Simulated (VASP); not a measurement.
Here is the system:

```
CdAs2Ge
1.0
   -3.00203     3.00203     5.68922
    3.00203    -3.00203     5.68922
    3.00203     3.00203    -5.68922
Cd Ge As
2 2 4
Direct
  0.25000   0.75000   0.50000
  0.50000   0.50000   0.00000
  0.00000   0.00000   0.00000
  0.75000   0.25000   0.50000
  0.87500   0.34622   0.97122
  0.65378   0.62500   0.52878
  0.37500   0.90378   0.02878
  0.09622   0.12500   0.47122
```

Method: PBEsol GGA, VASP's PBE PAW potentials (set 64) (plane waves; VASP 6.6.1). Numerical set-up: 300 eV cut-off, 5×5×5 Γ-centred mesh, first-order Methfessel-Paxton smearing of 0.10 eV, potentials Cd Ge_d As.

At this cut-off the stress carries a Pulay error, which pulls relaxed volumes low.

Task: Predict the energy per atom (σ→0), pressure, largest force.

Result: 
| Quantity | Value |
|---|---|
| energy per atom (σ→0) | -4137 meV/atom |
| pressure | -1.57 GPa |
| largest force | 0.156 eV/Å |

The structure comes from a computed database's CdGeAs2 entry; how it stands against other phases isn't given here. The cell was not relaxed at this level.
